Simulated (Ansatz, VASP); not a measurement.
# Sr4Li8Al14Si10O49 (glassy 40SiO2-28Al2O3-16Li2O-16SrO (mol %)): VASP beside Ansatz, part 2 of 3

Aim: how closely do two programs agree when they are given the same cell, functional and k mesh? Of the first pair: The structure shown is the start of the Ansatz relaxation below; VASP solves that cell, so the two are compared at the walk's first step.

VASP 6.6.1 and Ansatz 0.2.0.

So far: Starting point; Ansatz: relaxation, PBEsol.

### 3. VASP: single point, PBEsol, start cell, pair 1

Level of this step: PBEsol; plane waves and PAW (Si, Al, Li_sv, Sr_sv, O) (VASP).

The same cell, functional and mesh now go to VASP, with its own data sets.

Lines of VASP's logs that name or quote its potential files are left out, and so is its time.

INCAR reads:

```
SYSTEM = Sr4Li8Al14Si10O49
PREC = Accurate
ENCUT = 650
EDIFF = 1E-06
NELM = 120
ISMEAR = 0
SIGMA = 0.01
LREAL = Auto
ALGO = Normal
GGA = PS
NBANDS = 280
LORBIT = 11
LWAVE = .FALSE.
LCHARG = .FALSE.
ISIF = 2
LASPH = .TRUE.
GGA_COMPAT = .FALSE.
EFERMI = MIDGAP
NCORE = 2
```

POSCAR reads:

```
Sr4Li8Al14Si10O49
1.0
    9.7755000000      0.0000000000      0.0000000000
    0.0000000000      9.7755000000      0.0000000000
    0.0000000000      0.0000000000      9.7755000000
Si Al Li Sr O
10 14 8 4 49
Direct
    0.0316403253      0.8920259833      0.3952943583
    0.8458083985      0.7756431896      0.0152728761
    0.9883995704      0.2581965117      0.1728504936
    0.5083115953      0.1270420950      0.3379571377
    0.9611375377      0.1683085264      0.7703135389
    0.7348575520      0.0598537159      0.1133343563
    0.5863434095      0.5768809780      0.6168789320
    0.4998721293      0.9588154059      0.9523604931
    0.3687177126      0.2421359521      0.6905119943
    0.4494399263      0.6850084395      0.0840468518
    0.5556135236      0.3932791162      0.1604828398
    0.6515574651      0.1260498184      0.6104751675
    0.6575315841      0.3212418802      0.8315175694
    0.2823078103      0.2367653828      0.1805636540
    0.1693110327      0.7099483402      0.9545087208
    0.9970845481      0.6093703647      0.5693417217
    0.3397370978      0.4473019283      0.9383765536
    0.8020561608      0.4685796123      0.0716894277
    0.3081581505      0.9198404174      0.2068436397
    0.9027568922      0.1711830597      0.4625850340
    0.7468364790      0.4086952074      0.4141373843
    0.0330213288      0.4453378344      0.8826863076
    0.7794077029      0.8292772748      0.6981944658
    0.0781545701      0.8799754488      0.7102552299
    0.0380645491      0.9764820214      0.1040560585
    0.3954887218      0.7293335379      0.7897191959
    0.1389187254      0.3644826352      0.4502071505
    0.8506163368      0.4476701959      0.7010587694
    0.2072016777      0.1079433277      0.9170988696
    0.1831312976      0.1232264334      0.5524423303
    0.6791570764      0.6040407140      0.8810802516
    0.2442432612      0.5332821851      0.6604879546
    0.3669991305      0.5119328935      0.4007467649
    0.6859597975      0.7682880671      0.3366784308
    0.0796890185      0.5956012480      0.2384021278
    0.3805227354      0.8742775306      0.5739041481
    0.1228070175      0.9200552401      0.5349598486
    0.5388061992      0.2193442791      0.7210372871
    0.3386118357      0.3683289857      0.7882154366
    0.9476343921      0.7656385863      0.6607641553
    0.8515267761      0.1720628101      0.1173648407
    0.8193851977      0.9178558642      0.0993094982
    0.7560227098      0.9918776533      0.6395171602
    0.5132013708      0.2828909007      0.2923021840
    0.3832029052      0.3259986701      0.0594547593
    0.4204797709      0.8261572298      0.3116464631
    0.1781801442      0.5295074421      0.9563705181
    0.2168584727      0.3756636489      0.2617155133
    0.0007365352      0.0117436448      0.8062094011
    0.3558590353      0.0920055240      0.2751879699
    0.4303411590      0.6175029410      0.6308014935
    0.2882410107      0.1081070022      0.7285049358
    0.1382844867      0.9005882052      0.2674338908
    0.6706869214      0.7167817503      0.6132678635
    0.5357986804      0.8191294563      0.0540330418
    0.4958416449      0.9025625288      0.8067618025
    0.6346785331      0.0607743849      0.2459106951
    0.6413687279      0.4733466319      0.7305508670
    0.7347143369      0.4191806046      0.2380031712
    0.3570661347      0.9987008337      0.0273234106
    0.2893458135      0.7373433584      0.0906142908
    0.3189197484      0.2850391284      0.5424991049
    0.0502173802      0.2681499668      0.8633420285
    0.9966958212      0.1870185668      0.6099329958
    0.9253337425      0.0153137947      0.3886246228
    0.6069459363      0.5046186896      0.4725282594
    0.6223927165      0.0646411948      0.9900567746
    0.7829369342      0.6503810547      0.0995959286
    0.9711114521      0.4039179582      0.1036366426
    0.8602833615      0.4977648202      0.8992992686
    0.1511227047      0.6019845532      0.4847936167
    0.0093089868      0.7558897243      0.0107513682
    0.5253848908      0.0754744003      0.4882819293
    0.7750907882      0.7892384021      0.8714848345
    0.7414659097      0.2407549486      0.4933865275
    0.9703953762      0.2708812848      0.3346222700
    0.1987929006      0.7879596952      0.8022300650
    0.8726510153      0.4968032326      0.5044550151
    0.4932330827      0.5652294000      0.1807375582
    0.0495831415      0.5087719298      0.7158201627
    0.9439312567      0.7578026699      0.3812899596
    0.8051250575      0.2285509693      0.7871822413
    0.1192777863      0.1675617615      0.1287095289
    0.6455731165      0.3776482021      0.0006751573
    0.4424223825      0.5984860109      0.9394097489
```

KPOINTS reads:

```
Automatic mesh
0
Gamma
1 1 1
0 0 0
```

PAW data sets: Si, Al, Li_sv, Sr_sv and O (PBE family, release 64).

Run with:

```sh
$ mpirun -np 8 vasp_gam
```

Numbers of over 12 decimals in the logs are rounded to 6 here.

The log of the run:

```text
[banner, memory and clock lines left out]
running    8 mpi-ranks, on    1 nodes
[...]
|                                                                             |
|               ----> ADVICE to this user running VASP <----                  |
|                                                                             |
|     You enforced a specific xc type in the INCAR file but a different       |
|     [... a line on the potential file left out ...]
|     I HOPE YOU KNOW WHAT YOU ARE DOING!                                     |
|                                                                             |

 LDA part: xc-table for (Slater+PW92), standard interpolation
 POSCAR, INCAR and KPOINTS ok, starting setup
[...]
entering main loop
       N       E                     dE             d eps       ncg     rms          rms(c)
DAV:   1     0.478794982081E+04    0.47879E+04   -0.29194E+05   560   0.193E+03
DAV:   2    -0.249175103663E+03   -0.50371E+04   -0.48249E+04   672   0.446E+02
DAV:   3    -0.682859046475E+03   -0.43368E+03   -0.43066E+03   672   0.137E+02
DAV:   4    -0.703071887676E+03   -0.20213E+02   -0.20097E+02   848   0.254E+01
[...]
DAV:  16    -0.626962620924E+03    0.31892E-04   -0.99776E-05   672   0.368E-02    0.123E-02
DAV:  17    -0.626962623275E+03   -0.23516E-05   -0.51297E-05   840   0.163E-02    0.105E-02
DAV:  18    -0.626962624024E+03   -0.74830E-06   -0.81336E-06   616   0.600E-03
   1 F= -.62696262E+03 E0= -.62696262E+03  d E =0.000000E+00
```

From OUTCAR (step 3):

```text
  Total       28.1357736     26.9598692     37.9320337      3.4052555     -1.2651486     -4.4397215
  in kB       48.2561314     46.2393184     65.0578594      5.8404101     -2.1698773     -7.6146400
  external PRESSURE =      53.1844364 kB  Pullay stress =       0.0000000 kB

 POSITION                                       TOTAL-FORCE (eV/Angst)
 -----------------------------------------------------------------------------------
      0.30930      8.72000      3.86420         0.290568      0.806492      0.379579
      8.26820      7.58230      0.14930        -0.025252     -0.015866     -0.620426
      9.66210      2.52400      1.68970        -0.332007     -1.000267      0.415694
      4.96900      1.24190      3.30370         0.493638     -0.158353     -1.987353
      9.39560      1.64530      7.53020        -0.589282      0.489522     -0.387471
      7.18360      0.58510      1.10790        -1.263624     -0.182814      0.000686
      5.73180      5.63930      6.03030         0.405326     -0.358280      0.345066
      4.88650      9.37290      9.30980        -0.371906     -1.095987      2.580278
[...]
3.01240      8.99190      2.02200         1.317906     -0.617224     -0.321467
      8.82490      1.67340      4.52200        -0.052540     -0.799500      0.175960
      7.30070      3.99520      4.04840         0.540224     -0.148862      0.761729
      0.32280      4.35340      8.62870        -0.887111      0.019727     -0.599648
      7.61910      8.10660      6.82520         0.560594      0.126518      0.246608
[...]
-----------------------------------------------------------------------------------
    total drift:                               -0.022828      0.032869      0.014259

  FREE ENERGIE OF THE ION-ELECTRON SYSTEM (eV)
  ---------------------------------------------------
  free  energy   TOTEN  =      -626.9626240235 eV

  energy  without entropy=     -626.9626240235  energy(sigma->0) =     -626.96262402

[... 3 further parts left out ...]
[key lines of the parts left out:]
E-fermi :   5.5829
```

The run ends at a pressure of 5.32 GPa, with forces up to 3.5 eV/Å.

### 4. Side by side

Known differences besides the potentials themselves: fixed occupations in Ansatz, narrow Gaussian smearing in VASP; the cutoff is 420 eV in Ansatz and 650 eV in VASP (PREC = Accurate, projectors in real space); Ansatz makes its cores anew for this functional, VASP keeps those of its PBE data sets. Total energies have different zeros and are not compared.

Forces on 7 of the 85 atoms, those with the largest forces and the largest differences (eV/Å; atoms numbered as in POSCAR):

| atom | Ansatz x, y, z | VASP x, y, z |
| --- | --- | --- |
| Si8 | -0.421, -1.123, 2.525 | -0.372, -1.096, 2.580 |
| O51 | -2.012, 0.862, 0.191 | -2.122, 0.881, 0.222 |
| O52 | -0.793, -1.955, 0.233 | -0.874, -2.083, 0.273 |
| O56 | -0.350, -1.001, -3.190 | -0.342, -1.050, -3.327 |
| O62 | -0.559, 1.003, -1.921 | -0.598, 1.031, -2.045 |
| O79 | 0.879, -1.149, 2.398 | 0.917, -1.234, 2.435 |
| O81 | -0.940, -1.930, -0.239 | -1.009, -2.040, -0.222 |

The forces differ by 38 meV/Å r.m.s., which is 4.8 % of the r.m.s. force of 0.788 eV/Å (both taken over all components).

### 5. Ansatz: relaxation, PBEsol

This run makes the geometry at which the two programs are then compared. The cell compared in this pair holds 957.68 Å³, against 934.15 Å³ for the pair before.

The structure compared here is the end of the Ansatz relaxation.

input.yaml reads:

```yaml
crystal:
  lattice:
    - [9.7755, 0.0, 0.0]
    - [0.0, 9.7755, 0.0]
    - [0.0, 0.0, 9.7755]
  atoms:
    - { symbol: Si, position: [0.03164, 0.89203, 0.39529] }
    - { symbol: Si, position: [0.84581, 0.77564, 0.01527] }
    - { symbol: Si, position: [0.9884, 0.2582, 0.17285] }
    - { symbol: Si, position: [0.50831, 0.12704, 0.33796] }
    - { symbol: Si, position: [0.96114, 0.16831, 0.77031] }
    - { symbol: Si, position: [0.73486, 0.05985, 0.11333] }
    - { symbol: Si, position: [0.58634, 0.57688, 0.61688] }
    - { symbol: Si, position: [0.49987, 0.95882, 0.95236] }
    - { symbol: Si, position: [0.36872, 0.24214, 0.69051] }
    - { symbol: Si, position: [0.44944, 0.68501, 0.08405] }
    - { symbol: Al, position: [0.55561, 0.39328, 0.16048] }
    - { symbol: Al, position: [0.65156, 0.12605, 0.61048] }
    - { symbol: Al, position: [0.65753, 0.32124, 0.83152] }
    - { symbol: Al, position: [0.28231, 0.23677, 0.18056] }
    - { symbol: Al, position: [0.16931, 0.70995, 0.95451] }
    - { symbol: Al, position: [0.99708, 0.60937, 0.56934] }
    - { symbol: Al, position: [0.33974, 0.4473, 0.93838] }
    - { symbol: Al, position: [0.80206, 0.46858, 0.07169] }
    - { symbol: Al, position: [0.30816, 0.91984, 0.20684] }
    - { symbol: Al, position: [0.90276, 0.17118, 0.46259] }
    - { symbol: Al, position: [0.74684, 0.4087, 0.41414] }
    - { symbol: Al, position: [0.03302, 0.44534, 0.88269] }
    - { symbol: Al, position: [0.77941, 0.82928, 0.69819] }
    - { symbol: Al, position: [0.07815, 0.87998, 0.71026] }
    - { symbol: Li, position: [0.03806, 0.97648, 0.10406] }
    - { symbol: Li, position: [0.39549, 0.72933, 0.78972] }
    - { symbol: Li, position: [0.13892, 0.36448, 0.45021] }
    - { symbol: Li, position: [0.85062, 0.44767, 0.70106] }
    - { symbol: Li, position: [0.2072, 0.10794, 0.9171] }
    - { symbol: Li, position: [0.18313, 0.12323, 0.55244] }
    - { symbol: Li, position: [0.67916, 0.60404, 0.88108] }
    - { symbol: Li, position: [0.24424, 0.53328, 0.66049] }
    - { symbol: Sr, position: [0.367, 0.51193, 0.40075] }
    - { symbol: Sr, position: [0.68596, 0.76829, 0.33668] }
    - { symbol: Sr, position: [0.07969, 0.5956, 0.2384] }
    - { symbol: Sr, position: [0.38052, 0.87428, 0.5739] }
    - { symbol: O, position: [0.12281, 0.92006, 0.53496] }
    - { symbol: O, position: [0.53881, 0.21934, 0.72104] }
    - { symbol: O, position: [0.33861, 0.36833, 0.78822] }
    - { symbol: O, position: [0.94763, 0.76564, 0.66076] }
    - { symbol: O, position: [0.85153, 0.17206, 0.11736] }
    - { symbol: O, position: [0.81939, 0.91786, 0.09931] }
    - { symbol: O, position: [0.75602, 0.99188, 0.63952] }
    - { symbol: O, position: [0.5132, 0.28289, 0.2923] }
    - { symbol: O, position: [0.3832, 0.326, 0.05945] }
    - { symbol: O, position: [0.42048, 0.82616, 0.31165] }
    - { symbol: O, position: [0.17818, 0.52951, 0.95637] }
    - { symbol: O, position: [0.21686, 0.37566, 0.26172] }
    - { symbol: O, position: [0.00074, 0.01174, 0.80621] }
    - { symbol: O, position: [0.35586, 0.09201, 0.27519] }
    - { symbol: O, position: [0.43034, 0.6175, 0.6308] }
    - { symbol: O, position: [0.28824, 0.10811, 0.7285] }
    - { symbol: O, position: [0.13828, 0.90059, 0.26743] }
    - { symbol: O, position: [0.67069, 0.71678, 0.61327] }
    - { symbol: O, position: [0.5358, 0.81913, 0.05403] }
    - { symbol: O, position: [0.49584, 0.90256, 0.80676] }
    - { symbol: O, position: [0.63468, 0.06077, 0.24591] }
    - { symbol: O, position: [0.64137, 0.47335, 0.73055] }
    - { symbol: O, position: [0.73471, 0.41918, 0.238] }
    - { symbol: O, position: [0.35707, 0.9987, 0.02732] }
    - { symbol: O, position: [0.28935, 0.73734, 0.09061] }
    - { symbol: O, position: [0.31892, 0.28504, 0.5425] }
    - { symbol: O, position: [0.05022, 0.26815, 0.86334] }
    - { symbol: O, position: [0.9967, 0.18702, 0.60993] }
    - { symbol: O, position: [0.92533, 0.01531, 0.38862] }
    - { symbol: O, position: [0.60695, 0.50462, 0.47253] }
    - { symbol: O, position: [0.62239, 0.06464, 0.99006] }
    - { symbol: O, position: [0.78294, 0.65038, 0.0996] }
    - { symbol: O, position: [0.97111, 0.40392, 0.10364] }
    - { symbol: O, position: [0.86028, 0.49776, 0.8993] }
    - { symbol: O, position: [0.15112, 0.60198, 0.48479] }
    - { symbol: O, position: [0.00931, 0.75589, 0.01075] }
    - { symbol: O, position: [0.52538, 0.07547, 0.48828] }
    - { symbol: O, position: [0.77509, 0.78924, 0.87148] }
    - { symbol: O, position: [0.74147, 0.24075, 0.49339] }
    - { symbol: O, position: [0.9704, 0.27088, 0.33462] }
    - { symbol: O, position: [0.19879, 0.78796, 0.80223] }
    - { symbol: O, position: [0.87265, 0.4968, 0.50446] }
    - { symbol: O, position: [0.49323, 0.56523, 0.18074] }
    - { symbol: O, position: [0.04958, 0.50877, 0.71582] }
    - { symbol: O, position: [0.94393, 0.7578, 0.38129] }
    - { symbol: O, position: [0.80513, 0.22855, 0.78718] }
    - { symbol: O, position: [0.11928, 0.16756, 0.12871] }
    - { symbol: O, position: [0.64557, 0.37765, 0.00068] }
    - { symbol: O, position: [0.44242, 0.59849, 0.93941] }
kpoints:
  mp_grid: { grid: [1, 1, 1] }
hamiltonian:
  xc: pbesol
scf:
  occupations: { method: fixed }
output:
  forces: true
relax:
  f_tol: 0.05
  max_steps: 150
  cell: {}
```

Run with:

```sh
$ ansatz run input.yaml --threads 4 --pin off --max-ram 8192MiB --backend cpu --events-out ev --progress --plain --runs-dir out
```

The log of the run:

```text
[...]
Crystal: 85 atoms, lattice volume = 934.151 Å³
Basis set: ecut = 420 eV, 18277 PW (Γ), exchange–correlation on 144×144×144 points (8 copies of the dense FFT grid, shifted against one another)
Bands: 305, of which v1, the nominal top of the filled ones, is band 220 counted from 1 (219 counted from 0)
Symmetry: 1 space group operations
[...]
k-points: 1
[...]
- { symbol: O, position: [0.313240, 0.381199, 0.790031] }
    - { symbol: O, position: [0.935852, 0.763801, 0.661181] }
    - { symbol: O, position: [0.845281, 0.156178, 0.112799] }
    - { symbol: O, position: [0.808468, 0.900930, 0.124348] }
    - { symbol: O, position: [0.758756, 1.015362, 0.642542] }
    - { symbol: O, position: [0.509189, 0.294731, 0.303965] }
[...]
- { symbol: O, position: [0.798498, 0.238158, 0.760640] }
    - { symbol: O, position: [0.117333, 0.160659, 0.126997] }
    - { symbol: O, position: [0.631846, 0.387447, -0.00634875] }
    - { symbol: O, position: [0.407478, 0.596441, 0.944105] }
[key lines of the parts left out:]
P = ⅓ Tr σ = -0.0109 GPa (-0.109 kbar)
```

(Part 2 of 3 ends here.)

[Lines on the potential files, build, host, timing and source positions are cut from VASP's logs without a mark.]

[Logs are printed without paths, hosts, clocks, repeated set-up lines and the standing remarks that a program may print on its own settings, such as how far it seeks lower states.]

[Hosts, paths, dates, database ids (printed as entryN), source tags and the programs' standing remarks are cut or masked in the printed files.]
